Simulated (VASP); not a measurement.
Output of a VASP run:

File OSZICAR:
```
       N       E                     dE             d eps       ncg     rms          rms(c)
DAV:   1     0.979124957453E+02    0.97912E+02   -0.89965E+03   792   0.896E+02
DAV:   2    -0.151886640077E+02   -0.11310E+03   -0.11195E+03   928   0.261E+02
DAV:   3    -0.199659269096E+02   -0.47773E+01   -0.47609E+01  1008   0.475E+01
DAV:   4    -0.201626979728E+02   -0.19677E+00   -0.19660E+00  1040   0.100E+01
DAV:   5    -0.201664241222E+02   -0.37261E-02   -0.37224E-02   968   0.120E+00    0.997E+00
DAV:   6    -0.195287631032E+02    0.63766E+00   -0.87137E+00   968   0.164E+01    0.664E+00
DAV:   7    -0.192880398122E+02    0.24072E+00   -0.24211E+00   896   0.757E+00    0.257E+00
DAV:   8    -0.192444954077E+02    0.43544E-01   -0.19557E-01   848   0.314E+00    0.101E+00
DAV:   9    -0.192428742317E+02    0.16212E-02   -0.23937E-02  1000   0.972E-01    0.491E-01
DAV:  10    -0.192425541372E+02    0.32009E-03   -0.97287E-03   952   0.710E-01    0.178E-01
DAV:  11    -0.192423667064E+02    0.18743E-03   -0.26738E-03   904   0.292E-01    0.920E-02
DAV:  12    -0.192423452907E+02    0.21416E-04   -0.20508E-04   912   0.852E-02    0.194E-02
DAV:  13    -0.192423482172E+02   -0.29265E-05   -0.12042E-05   864   0.204E-02    0.832E-03
DAV:  14    -0.192423483356E+02   -0.11840E-06   -0.13447E-06   608   0.831E-03
   1 F= -.19242348E+02 E0= -.19240389E+02  d E =-.391921E-02
```

### OUTCAR
```
------------------------ aborting loop because EDIFF is reached ----------------------------------------
  FORCE on cell =-STRESS in cart. coord.  units (eV):
  Direction    XX          YY          ZZ          XY          YZ          ZX
  --------------------------------------------------------------------------------------
  Total       -2.3558601     -2.3558603     -1.4617176     -0.0000000     -0.0000000      0.0000000
  in kB      -44.0489146    -44.0489181    -27.3306019     -0.0000000     -0.0000000      0.0000000
  external PRESSURE =     -38.4761449 kB  Pullay stress =       0.0000000 kB
  volume of cell :       85.69
      direct lattice vectors                 reciprocal lattice vectors
     3.720460000  0.000000000  0.000000000     0.268783968  0.155182490  0.000000000
    -1.860230000  3.222013000  0.000000000     0.000000000  0.310364980  0.000000000
     0.000000000  0.000000000  7.148270000     0.000000000  0.000000000  0.139893988
 POSITION                                       TOTAL-FORCE (eV/Angst)
 -----------------------------------------------------------------------------------
      0.00000      0.00000      0.00000        -0.000000      0.000000      0.000000
      1.86023      1.07400      5.32996        -0.000000     -0.000000      0.089308
     -0.00000      2.14801      1.81831         0.000000      0.000000     -0.089308
 -----------------------------------------------------------------------------------
    total drift:                                0.000000     -0.000000      0.000000
  FREE ENERGIE OF THE ION-ELECTRON SYSTEM (eV)
  ---------------------------------------------------
  free  energy   TOTEN  =       -19.2423483356 eV

  energy  without entropy=      -19.2384291296  energy(sigma->0) =      -19.24038873
```
(Selected blocks of OUTCAR.)

POSCAR:
```
NbTe2
1
    3.7204600000     0.0000000000     0.0000000000
   -1.8602300000     3.2220130000     0.0000000000
    0.0000000000     0.0000000000     7.1482700000
Nb Te
1 2
Direct
  0.0000000000   0.0000000000   0.0000000000
  0.6666670000   0.3333330000   0.7456300000
  0.3333330000   0.6666670000   0.2543700000
```

Question: Reconstruct the remaining input files.

Answer: Several could match; the one computed here: the input of the run itself, PBEsol GGA, plane waves, VASP's PBE PAW potentials (set 64).

**KPOINTS**
```
Regular mesh
0
gamma
7 7 3
```

INCAR:
```
SYSTEM=NbTe2
PREC=Accurate; ENCUT=300; LREAL=.FALSE.
LASPH=.TRUE.
EDIFF=1E-6; NELM=100; ALGO=Normal
LMAXMIX=4
ISMEAR=0; SIGMA=0.05
GGA=PS
ISIF=2
LWAVE=.FALSE.; LCHARG=.FALSE.
```

POTCAR, in this order: Nb_sv Te (PBE.64 set). Program: vasp_std.

At this cut-off the stress carries a Pulay error, which pulls relaxed volumes low.

The structure comes from a computed database's NbTe2 entry (P-3m1); how it stands against other phases isn't given here. The cell was not relaxed at this level. The electron count is odd and the run is not spin-polarised, which forces a metal.
